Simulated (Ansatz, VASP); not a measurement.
# NiTe2 (Melonite): VASP beside Ansatz, part 2 of 2

Wanted: the spread between two codes on one cell, functional and k mesh. The cell is taken from a series of runs on this material, whose earlier steps may have relaxed, scaled, displaced or heated it; both programs get it as it stands.

VASP 6.6.1 and Ansatz 0.2.0.

So far: Starting point; VASP: zone-centre phonons, PBEsol.

## Step 3: Ansatz: zone-centre phonons, PBEsol

Level of this step: Ansatz beside VASP: Kohn-Sham DFT, plane waves, PBEsol (Ansatz).

Ansatz runs on its default PAW (the set named soft_2) files.

The same cell, functional, mesh and smearing now go to Ansatz, which takes its cutoff from its data sets.

The input, input.yaml:

```yaml
crystal:
  lattice:
    - [3.8360011794, 0.0, 0.0]
    - [-1.9180005897, 3.3220744703, 0.0]
    - [0.0, 0.0, 5.1331936517]
  atoms:
    - { symbol: Ni, position: [0.0, 0.0, 0.0] }
    - { symbol: Te, position: [0.3333333333, 0.6666666667, 0.2514715731] }
    - { symbol: Te, position: [0.6666666667, 0.3333333333, 0.7485284269] }
kpoints:
  mp_grid: { grid: [6, 6, 4] }
hamiltonian:
  xc: pbesol
scf:
  occupations: { method: methfessel_paxton, width: 0.2 }
output:
  eigenvalues: true
phonons:
  method: dfpt
  qmesh: [2, 2, 2]
  temperatures: { t_max: 1000, t_step: 50 }
  qpath:
    path:
      - [[0.0, 0.0, 0.0], [0.5, 0.0, 0.0], [0.33333333, 0.33333333, 0.0], [0.0, 0.0, 0.0], [0.0, 0.0, 0.5], [0.5, 0.0, 0.5], [0.33333333, 0.33333333, 0.5], [0.0, 0.0, 0.5]]
      - [[0.5, 0.0, 0.5], [0.5, 0.0, 0.0]]
      - [[0.33333333, 0.33333333, 0.5], [0.33333333, 0.33333333, 0.0]]
    npoints: 10
  electrical_resistivity:
    mesh: [8, 8, 8]
    temperatures: [20.0, 50.0, 80.0, 100.0, 150.0, 200.0, 273.0, 300.0, 400.0, 500.0, 600.0, 800.0]
  superconductivity: { mesh: [8, 8, 8], eliashberg_equations: false }
  electron_occupations: "off"
```

On the command line:

```
$ ansatz run input.yaml --threads 8 --pin off --max-ram 16384MiB --backend cpu --events-out ev --progress --plain --runs-dir out
```

Numbers of over 12 decimals in the logs are rounded to 6 here.

What it wrote:

```text
Warning: phonons: the dynamical matrix that this run interpolates holds no multipole term above the dipole-dipole one, and a site of this crystal is no centre of inversion, so its interpolated transverse optical and acoustic branches and sound speeds can stay off near Gamma, and the density of states and the thermodynamics with them. What a run solves at a wave vector of phonons.qpoints, Gamma apart, where the deck admits one, is free of this, and under fd what a larger phonons.supercell samples
Engine: ansatz 0.2.0, aarch64-unknown-linux-gnu
Pseudopotentials: kind: paw
Pseudopotential: Ni, paw, valence charge 18, recommended cutoff 420 eV (normal), Ni.paw.azcp
Pseudopotential: Te, paw, valence charge 16, recommended cutoff 420 eV (normal), Te.paw.azcp
Functional definition: PBEsol
  exchange = pbesol_x
  correlation = pbesol_c
Crystal: 3 atoms, lattice volume = 65.415 Å³
Basis set: ecut = 420 eV, 1277 PW (Γ), exchange–correlation on 54×54×72 points (8 copies of the dense FFT grid, shifted against one another)
Bands: 30, of which v1, the nominal top of the filled ones, is band 25 counted from 1 (24 counted from 0)
Symmetry: 12 space group operations
k-points: 24 of 144
Non-local potential: Ni, projectors of the file, l = 0: 3, l = 1: 2, l = 2: 3, l = 3: 1
Non-local potential: Te, projectors of the file, l = 0: 2, l = 1: 2, l = 2: 2, l = 3: 2
PAW form: soft (Blöchl's): semilocal exchange-correlation on the pseudo side does not see the compensation charge
PAW frozen core: Ni, regenerated for the run's functional, and the local potential with it (the file was generated under x = pbe(κ = 0.804, μ = 0.219515), c = pbe(β = 0.066725))
PAW frozen core: Te, regenerated for the run's functional, and the local potential with it (the file was generated under x = pbe(κ = 0.804, μ = 0.219515), c = pbe(β = 0.066725))
PAW one-centre angular grid: Ni, 590 points (default); XC on 64 Gauss nodes
PAW one-centre angular grid: Te, 590 points (default); XC on 64 Gauss nodes
Initial density: superposition of atomic densities (neutral atoms: chi_scale 0, normalization atom), corrected by the library's trained network
Initial wavefunctions: pseudopotential atomic-orbital guess
Functional: x = pbesol(κ = 0.804, μ = 0.123457), c = pbesol(β = 0.046)
SCF iter   1: F=—  HF=-19608.799959 eV  |F-HF|=—  |Δ(HF+E_count)|=         —  Δρ=1.55e-2  dr2=1.07e-1  ethr=1.77e-3  ⟨swp⟩=5.8  Hψ=2884  notcnv=0
preconditioner: auto → LDOS  [metal: Δε(μ)=0.124 eV  Ē_g=8.350 eV  σ=0.200 eV  W_gap=0.46  n_scr=22 (ndim 8)  ℏωp=21.5 eV  f_vac=0.011  D(μ)=1.49/eV (n_scr^D=8)  β→1.0]
SCF iter   2: F=—  HF=-19608.801534 eV  |F-HF|=—  |Δ(HF+E_count)|=   1.57e-3  S|Δr|=    0.00e0  Δρ=1.42e-2  dr2=7.28e-2  ethr=2.14e-4  ⟨swp⟩=2.1  Hψ=1546  notcnv=0
preconditioner: auto → Kerker (q_TF=auto, 2.609 Å⁻¹)  [metal: Δε(μ)=0.119 eV  Ē_g=8.399 eV  σ=0.200 eV  W_gap=0.43  n_scr=22 (ndim 8)  ℏωp=21.5 eV  f_vac=0.008  D(μ)=1.36/eV (n_scr^D=8)  β→0.5]
SCF iter   3: F=—  HF=-19608.789240 eV  |F-HF|=—  |Δ(HF+E_count)|=   1.23e-2  S|Δr|=    0.00e0  Δρ=1.12e-3  dr2=1.62e-3  ethr=1.46e-4  ⟨swp⟩=2.0  Hψ=922  notcnv=0
SCF iter   4: F=—  HF=-19608.789106 eV  |F-HF|=—  |Δ(HF+E_count)|=   1.33e-4  S|Δr|=    0.00e0  Δρ=2.61e-4  dr2=1.59e-4  ethr=3.25e-6  ⟨swp⟩=2.3  Hψ=1039  notcnv=0
SCF iter   5: F=—  HF=-19608.789086 eV  |F-HF|=—  |Δ(HF+E_count)|=   2.07e-5  S|Δr|=    0.00e0  Δρ=1.36e-4  dr2=1.31e-5  ethr=3.18e-7  ⟨swp⟩=2.0  Hψ=890  notcnv=0
SCF iter   6: F=—  HF=-19608.789086 eV  |F-HF|=—  |Δ(HF+E_count)|=   1.38e-7  S|Δr|=    0.00e0  Δρ=3.21e-5  dr2=1.42e-6  ethr=2.61e-8  ⟨swp⟩=2.0  Hψ=910  notcnv=0
SCF iter   7: F=—  HF=-19608.789088 eV  |F-HF|=—  |Δ(HF+E_count)|=   1.95e-6  S|Δr|=    0.00e0  Δρ=7.84e-6  dr2=6.90e-8  ethr=2.84e-9  ⟨swp⟩=2.0  Hψ=965  notcnv=0
SCF iter   8: F=—  HF=-19608.789088 eV  |F-HF|=—  |Δ(HF+E_count)|=   7.90e-9  S|Δr|=    0.00e0  Δρ=5.44e-6  dr2=2.55e-8  ethr=1.38e-10  ⟨swp⟩=2.0  Hψ=1239  notcnv=0
SCF iter   9: F=—  HF=-19608.789088 eV  |F-HF|=—  |Δ(HF+E_count)|=   2.07e-9  S|Δr|=    0.00e0  Δρ=1.85e-6  dr2=2.94e-9  ethr=5.11e-11  ⟨swp⟩=2.3  Hψ=1023  notcnv=0
SCF iter  10: F=—  HF=-19608.789088 eV  |F-HF|=—  |Δ(HF+E_count)|=  2.58e-10  S|Δr|=    0.00e0  Δρ=5.14e-7  dr2=2.52e-10  ethr=5.88e-12  ⟨swp⟩=2.2  Hψ=996  notcnv=0
SCF iter  11: F=-19608.789088 eV  HF=-19608.789088 eV  |F-HF|=3.64e-12  |Δ(HF+E_count)|=  2.91e-11  S|Δr|=    0.00e0  Δρ=1.18e-7  dr2=6.48e-12  ethr=1.00e-12  ⟨swp⟩=6.6  Hψ=3832  notcnv=0
SCF 1 converged in 11 iterations: F = -19608.789088 eV  dr2 = 6.48e-12
  greatest PAW one-centre occupation: 1.001 electrons in one spin orbital (limit 2), on the Ni atom at site 0 (counted from 0), in its partial waves of l = 1
Initial density: read from a saved state, or passed on in memory by an earlier SCF of this step, an earlier step, the calling program or the single point that the run made first
[...]
ASR residual per site (eV/Å²): 1.27e-5 7.74e-5 7.74e-5
  Γ frequencies (cm⁻¹): 0.00 0.00 0.00 98.44 98.44 157.78 208.20 227.42 227.42
--- Phonons (arbitrary-q DFPT): 4 irreducible q on the 2×2×2 mesh ---
  q = [0.0000, 0.0000, 0.0000] (star 1, of the zone-centre solve; hermiticity 2.92e-8, symmetrization 5.32e-12): -0.00 0.00 0.00 98.44 98.44 157.78 208.20 227.42 227.42
[...]
80.00      3.9012e0              no      4.0575e0      4.0575e0      3.5886e0        4.2809e0          3.9641e0
    100.00      5.4301e0              no      5.6419e0      5.6419e0      5.0065e0        5.8424e0          5.4920e0
    150.00      9.1605e0              no      9.5068e0      9.5068e0      8.4678e0        9.6772e0          9.2169e0
    200.00      1.2779e1              no      1.3260e1      1.3260e1      1.1817e1        1.3434e1          1.2831e1
    273.00      1.7960e1              no      1.8641e1      1.8641e1      1.6599e1        1.8844e1          1.8006e1
    300.00      1.9853e1              no      2.0608e1      2.0608e1      1.8342e1        2.0827e1          1.9896e1
    400.00      2.6784e1              no      2.7820e1      2.7820e1      2.4713e1        2.8089e1          2.6813e1
    500.00      3.3622e1              no      3.4947e1      3.4947e1      3.0971e1        3.5247e1          3.3628e1
    600.00      4.0353e1              no      4.1972e1      4.1972e1      3.7114e1        4.2330e1          4.0335e1
    800.00      5.3721e1              no      5.5953e1      5.5953e1      4.9256e1        5.6407e1          5.3633e1
  mean free path at 20 K (of a tensor a third of its trace): 1217 nm by what each carries, 959 by the Fermi surface alone
  Hall coefficient in a weak field at 20 K (a third of the trace): -6.109e-11 m³/C (how far it moves between the two finest meshes is not known); by each state's relaxation time: -5.736e-11 m³/C; by a constant relaxation time: 1.156e-11 m³/C
  mean free path at 50 K (of a tensor a third of its trace): 91.0 nm by what each carries, 75.6 by the Fermi surface alone
  Hall coefficient in a weak field at 50 K (a third of the trace): -7.411e-12 m³/C (how far it moves between the two finest meshes is not known); by each state's relaxation time: -7.046e-13 m³/C; by a constant relaxation time: 1.222e-11 m³/C
  mean free path at 80 K (of a tensor a third of its trace): 37.3 nm by what each carries, 32.3 by the Fermi surface alone
  Hall coefficient in a weak field at 80 K (a third of the trace): -8.399e-12 m³/C (how far it moves between the two finest meshes is not known); by each state's relaxation time: -2.617e-13 m³/C; by a constant relaxation time: 1.188e-11 m³/C
  mean free path at 100 K (of a tensor a third of its trace): 26.4 nm by what each carries, 23.2 by the Fermi surface alone
  Hall coefficient in a weak field at 100 K (a third of the trace): -1.048e-11 m³/C (how far it moves between the two finest meshes is not known); by each state's relaxation time: -2.335e-12 m³/C; by a constant relaxation time: 1.125e-11 m³/C
  mean free path at 150 K (of a tensor a third of its trace): 15.4 nm by what each carries, 13.7 by the Fermi surface alone
  Hall coefficient in a weak field at 150 K (a third of the trace): -1.464e-11 m³/C (how far it moves between the two finest meshes is not known); by each state's relaxation time: -6.790e-12 m³/C; by a constant relaxation time: 9.299e-12 m³/C
  mean free path at 200 K (of a tensor a third of its trace): 11.0 nm by what each carries, 9.85 by the Fermi surface alone
  Hall coefficient in a weak field at 200 K (a third of the trace): -1.738e-11 m³/C (how far it moves between the two finest meshes is not known); by each state's relaxation time: -9.768e-12 m³/C; by a constant relaxation time: 7.513e-12 m³/C
  mean free path at 273 K (of a tensor a third of its trace): 7.81 nm by what each carries, 7.01 by the Fermi surface alone
  Hall coefficient in a weak field at 273 K (a third of the trace): -1.989e-11 m³/C (how far it moves between the two finest meshes is not known); by each state's relaxation time: -1.252e-11 m³/C; by a constant relaxation time: 5.584e-12 m³/C
  mean free path at 300 K (of a tensor a third of its trace): 7.06 nm by what each carries, 6.34 by the Fermi surface alone
  Hall coefficient in a weak field at 300 K (a third of the trace): -2.049e-11 m³/C (how far it moves between the two finest meshes is not known); by each state's relaxation time: -1.320e-11 m³/C; by a constant relaxation time: 5.070e-12 m³/C
  mean free path at 400 K (of a tensor a third of its trace): 5.25 nm by what each carries, 4.70 by the Fermi surface alone
  Hall coefficient in a weak field at 400 K (a third of the trace): -2.198e-11 m³/C (how far it moves between the two finest meshes is not known); by each state's relaxation time: -1.495e-11 m³/C; by a constant relaxation time: 3.988e-12 m³/C
  mean free path at 500 K (of a tensor a third of its trace): 4.19 nm by what each carries, 3.74 by the Fermi surface alone
  Hall coefficient in a weak field at 500 K (a third of the trace): -2.225e-11 m³/C (how far it moves between the two finest meshes is not known); by each state's relaxation time: -1.548e-11 m³/C; by a constant relaxation time: 4.007e-12 m³/C
  mean free path at 600 K (of a tensor a third of its trace): 3.51 nm by what each carries, 3.12 by the Fermi surface alone
  Hall coefficient in a weak field at 600 K (a third of the trace): -2.182e-11 m³/C (how far it moves between the two finest meshes is not known); by each state's relaxation time: -1.531e-11 m³/C; by a constant relaxation time: 4.918e-12 m³/C
  mean free path at 800 K (of a tensor a third of its trace): 2.66 nm by what each carries, 2.34 by the Fermi surface alone
  Hall coefficient in a weak field at 800 K (a third of the trace): -1.879e-11 m³/C (how far it moves between the two finest meshes is not known); by each state's relaxation time: -1.282e-11 m³/C; by a constant relaxation time: 8.778e-12 m³/C
  the resistivity times a path that all electrons share, by the Fermi surface of the deck's mesh alone (a third of the trace): 1.257e-15 Ω·m²
  not converged in the mesh (λ; λ_tr; the resistivity at 20 K by 34.30 %; the resistivity at 50 K by 39.84 %; the resistivity at 80 K by 43.17 %; the resistivity at 100 K by 45.33 %; the resistivity at 150 K by 50.11 %; the resistivity at 200 K by 54.52 %; the resistivity at 273 K by 58.75 %; the resistivity at 300 K by 59.41 %; the resistivity at 400 K by 60.87 %; the resistivity at 500 K by 63.08 %; the resistivity [...]
  vibrations of 8 cells: unjudged by the run; compare a larger repeat
  the changes of the potential over all sites missed a rigid shift's by 0.00 % (the site terms' by 0.03 %)
  between the force constants' wavevectors the phonons are obtained by Fourier interpolation alone: phonons.electron_occupations is off
[the section on superconductivity is kept apart]
```

In the SCF lines HF is the Harris–Foulkes energy and dr2 the Hartree energy of the density residual, in eV; the loop may stop once dr2 is under the threshold and the program's other checks hold. Hψ counts applications of the Hamiltonian.

## Step 4: Side by side

Known differences besides the potentials themselves: VASP's run holds the zone centre alone; the data sets hold 50 valence electrons in Ansatz (on its default PAW (the set named soft_2) files) and 22 in VASP; the cutoff is 420 eV in Ansatz and 600 eV in VASP; Ansatz makes its cores anew for this functional, VASP keeps those of its PBE data sets. Total energies have different zeros and are not compared.

The two programs side by side:

| quantity | Ansatz | VASP | difference |
| --- | --- | --- | --- |
| optical mode 1 to 2 (cm⁻¹) | 98.4 | 99.2 | -0.75 % |
| optical mode 3 (cm⁻¹) | 157.8 | 158.2 | -0.27 % |
| optical mode 4 (cm⁻¹) | 208.2 | 207.6 | +0.27 % |
| optical mode 5 to 6 (cm⁻¹) | 227.4 | 226.7 | +0.32 % |

Modes are paired by rising frequency, not by their patterns, so a pair may set unlike modes beside each other; they are those without the splitting of longitudinal modes.

## Step 5: Summary of results

```yaml
r_m_s_difference_of_the_optical_zone_centre_modes_each_program_s_sorted_by_frequency_zone_centre_phonons_pbesol: 0.67 cm⁻¹
difference_in_optical_mode_1_to_2_zone_centre_phonons_pbesol: -0.7 %
```

**Reading.** The r.m.s. difference of the optical zone-centre modes, each program's sorted by frequency is 0.67 cm⁻¹ (zone-centre phonons, PBEsol). The data sets hold unlike numbers of valence electrons (50 in Ansatz and 22 in VASP), so part of the differences comes from the potentials. Among the rows given in per cent, the largest difference of the zone-centre phonons, PBEsol pair is in optical mode 1 to 2, -0.7 %. Such differences can come from data sets, numerical settings and the points named under the comparisons, not from the functional's error against experiment.

[Lines on the potential files, build, host, timing and source positions are cut from VASP's logs without a mark.]

[Logs are printed without paths, hosts, clocks, repeated set-up lines and the standing remarks that a program may print on its own settings, such as how far it seeks lower states.]

[Hosts, paths, dates, database ids (printed as entryN), source tags and the programs' standing remarks are cut or masked in the printed files.]
